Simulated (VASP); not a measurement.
Consider the following.

```yaml
crystal:
  lattice:
    - [10.15795, -2.09597, 0.05208]
    - [10.15795, 2.09597, 0.05208]
    - [9.70700, 0.00000, 3.65430]
  atoms:
    - { symbol: Bi, position: [0.39777, 0.39777, 0.39777] }
    - { symbol: Bi, position: [0.60223, 0.60223, 0.60223] }
    - { symbol: Se, position: [0.00000, 0.00000, 0.00000] }
    - { symbol: Se, position: [0.21696, 0.21696, 0.21696] }
    - { symbol: Se, position: [0.78304, 0.78304, 0.78304] }
```

The numbers are results of PW91 GGA, VASP's PBE PAW potentials (set 64) (plane waves; VASP), not measurements. Settings: 520 eV cut-off, 7×7×7 Γ-centred mesh, tetrahedra with Blöchl corrections, potentials Bi_d Se.

The cores are frozen, which limits the accuracy of field gradients. Without a dispersion term in the relaxation, distances and binding between the weakly bound layers, chains or molecules are unreliable, and so is what depends on them.

Give the principal components of the electric field gradient (V/Å²) and the asymmetry η at each nucleus.

```tsv
atom	Vxx	Vyy	Vzz	η
Bi1	-2.9	-2.9	5.8	0.00
Bi2	-2.9	-2.9	5.8	0.00
Se3	-35.5	-35.5	71.1	0.00
Se4	13.3	13.3	-26.6	0.00
Se5	13.3	13.3	-26.6	0.00
```

The compound is Bi2Se3 in the tetradymite structure. It was relaxed first, which changed the volume by +8 %.
